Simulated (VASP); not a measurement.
# CoSn (sg191): computed properties

Method: PBE GGA, VASP's PBE PAW potentials (set 64) (plane waves; VASP 6.6.1).

| Item | Value |
|---|---|
| space group | P6/mmm (191) |
| cell | a = b = 5.2949 Å, c = 4.2240 Å, α = β = 90.00°, γ = 120.00° |
| volume per atom | 17.09 Å^3/atom |
| band gap (over mesh and band path) | none (metal, semimetal or under 0.01 eV) |
| cell moment | 0.00 μB |
| band gap with spin-orbit coupling | none (metallic) |
| density | 8.63 g/cm³ |

```
CoSn
1.0
    2.64745    -4.58552     0.00000
    2.64745     4.58552     0.00000
    0.00000     0.00000     4.22397
Co Sn
3 3
Cartesian
  1.32372  -2.29276   4.22397
  2.64745   0.00000   0.00000
  1.32372   2.29276   0.00000
  0.00000   0.00000   0.00000
  2.64745   1.52851   2.11198
  2.64745  -1.52851   2.11198
```

Unless said otherwise, spin-orbit coupling is left out, though it shifts the bands of the heavy elements here.

The compound is CoSn in the sg191 structure. It was relaxed first. Symmetry was kept, so distortions that lower it aren't found.
